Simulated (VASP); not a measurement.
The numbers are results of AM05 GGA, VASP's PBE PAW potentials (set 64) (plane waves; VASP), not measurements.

Input for VASP

### KPOINTS
```
Automatic mesh
0
Gamma
11 11 11
0 0 0
```

INCAR:
```
SYSTEM = BP
PREC = Accurate
ENCUT = 520
EDIFF = 1E-7
NELM = 100
ALGO = Normal
LREAL = .FALSE.
LASPH = .TRUE.
ISMEAR = -5
GGA = AM
LWAVE = .FALSE.
LCHARG = .TRUE.
LORBIT = 11
NEDOS = 601
ISIF = 2
```

File POSCAR:
```
BP
1
    0.0000000000     2.2595673022     2.2595673022
    2.2595673022     0.0000000000     2.2595673022
    2.2595673022     2.2595673022     0.0000000000
B P
1 1
Direct
  0.0000000000   0.0000000000   0.0000000000
  0.2500000000   0.2500000000   0.2500000000
```

POTCAR, in this order: B P (PBE.64 set). Program: vasp_std.

### Question
What will the output report for the number of irreducible k-points (NKPTS), largest plane-wave count, number of space-group operations, FFT grid (NGX, NGY, NGZ)?

### Answer

```
Quantity                                       Value
--------------------------------------  ------------
number of irreducible k-points (NKPTS)            56
largest plane-wave count                         632
number of space-group operations                  24
FFT grid (NGX, NGY, NGZ)                24 × 24 × 24
```

The compound is BP in the zinc blende structure. It was relaxed first.
